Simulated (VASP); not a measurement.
# Ca2ZrN2: relaxation of cell and atoms with PBE

Ca2ZrN2:

```xyz
10
Lattice="4.3266 0.0000 0.0000 0.0000 4.3266 0.0000 0.0000 0.0000 9.4063" Properties=species:S:1:pos:R:3 pbc="T T T"
Ca    3.3890    3.3890    7.0547
Ca    0.9376    0.9376    7.0547
Ca    0.9376    3.3890    2.3516
Ca    3.3890    0.9376    2.3516
Zr    0.0000    2.1633    0.0000
Zr    2.1633    0.0000    4.7032
N     2.1633    2.1633    1.2348
N     2.1633    2.1633    5.9380
N     2.1633    2.1633    8.1715
N     2.1633    2.1633    3.4683
```

The cell was built by a generator and needn't be a form met in nature.

- Program: VASP 6.6.1
- Task: relaxation of cell and atoms
- Functional: PBE
- Potentials or basis: VASP PAW PBE potentials, release 64 (Ca_sv, Zr_sv, N)
- Cutoff: 520 eV
- k mesh: 3 × 3 × 2
- Occupations: gaussian, width 0.15 eV
- Spin: no spin polarisation
- Further INCAR settings: PREC = Normal; LREAL = Auto; ALGO = Fast; EDIFF = 0.0001; IBRION = 2; EDIFFG = -0.08; NSW = 24; ISIF = 3

The relaxed volume is 18.35 Å³/atom, the relaxed cell is a = 3.929 Å, b = 3.929 Å, c = 11.886 Å, α = 90.00°, β = 90.00°, γ = 90.00° and the space group after relaxing (to 0.05 Å) is P4_222 (No. 93). The energy gained by relaxing is 630.4 meV/atom and the ionic steps are 13. The pressure after relaxing is -0.3 GPa. The largest force after relaxing is 0.046 eV/Å and the band gap on the k mesh is none (metal or under the smearing width).

Forces in eV/Å, atoms in the order of the input:
```
Ca  -0.033 -0.033  0.000
Ca   0.033  0.033  0.000
Ca   0.033 -0.033  0.000
Ca  -0.033  0.033  0.000
Zr   0.000  0.000  0.000
Zr   0.000  0.000  0.000
N    0.000  0.000 -0.005
N    0.000  0.000 -0.005
N    0.000  0.000  0.005
N    0.000  0.000  0.005
```

Stress tensor (GPa, compression positive):
```
-0.49  0.00  0.00
 0.00 -0.49  0.00
 0.00  0.00 -0.05
```

The path:
| step | energy change (eV) | largest force (eV/Å) | pressure (GPa) | volume (Å³) |
| --- | --- | --- | --- | --- |
| 1 | 0.0000 | 3.2795 | 12.38 | 176.08 |
| 2 | -2.3377 | 3.0671 | -6.90 | 212.30 |
| 3 | -2.5126 | 2.4602 | -4.21 | 203.92 |
| 4 | -4.7187 | 2.0928 | -5.70 | 203.39 |
| 5 | -5.2873 | 1.7642 | -6.20 | 201.96 |
| 6 | -5.9465 | 1.3689 | 5.25 | 178.46 |
| 7 | -6.1174 | 0.8414 | 0.92 | 185.17 |
| 8 | -6.2294 | 0.3650 | -0.43 | 186.96 |
| 9 | -6.2390 | 0.4188 | -0.82 | 187.61 |
| 10 | -6.2879 | 0.2767 | -0.38 | 185.36 |
| 11 | -6.2987 | 0.1411 | 0.07 | 183.72 |
| 12 | -6.3013 | 0.1941 | -0.56 | 183.35 |
| 13 | -6.3040 | 0.0465 | -0.34 | 183.51 |

Final structure:
```yaml
crystal:
  lattice:
    - [3.92918, 0.00000, 0.00000]
    - [0.00000, 3.92918, 0.00000]
    - [0.00000, 0.00000, 11.88635]
  atoms:
    - { symbol: Ca, position: [0.76829, 0.76829, 0.75000] }
    - { symbol: Ca, position: [0.23171, 0.23171, 0.75000] }
    - { symbol: Ca, position: [0.23171, 0.76829, 0.25000] }
    - { symbol: Ca, position: [0.76829, 0.23171, 0.25000] }
    - { symbol: Zr, position: [0.00000, 0.50000, 0.00000] }
    - { symbol: Zr, position: [0.50000, 0.00000, 0.50000] }
    - { symbol: N, position: [0.50000, 0.50000, 0.11603] }
    - { symbol: N, position: [0.50000, 0.50000, 0.61603] }
    - { symbol: N, position: [0.50000, 0.50000, 0.88397] }
    - { symbol: N, position: [0.50000, 0.50000, 0.38397] }
```

Levels at points of the mesh, in eV from the Fermi level:
| k point | band 38 | band 39 | band 40 | band 41 | band 42 | band 43 | band 44 | band 45 | band 46 | band 47 |
| --- | --- | --- | --- | --- | --- | --- | --- | --- | --- | --- |
| (0.00, 0.00, 0.00) | -1.97 | -1.82 | -1.75 | -1.75 | -1.07 | -0.73 | -0.43 | 0.18 | 0.38 | 0.95 |
| (0.00, 0.00, 0.50) | -1.79 | -1.79 | -1.77 | -1.36 | -1.36 | -0.59 | -0.59 | 0.18 | 0.18 | 0.70 |

It took 3 min on 1 thread of Intel(R) Xeon(R) 6975P-C (Granite Rapids) (shared host), peak memory 0.2 GiB.

Caveat: the k mesh is coarse (spacing up to 0.48 Å⁻¹), so the values aren't converged; the relaxation stopped at a loose force limit of 0.08 eV/Å, so its end isn't a converged minimum.
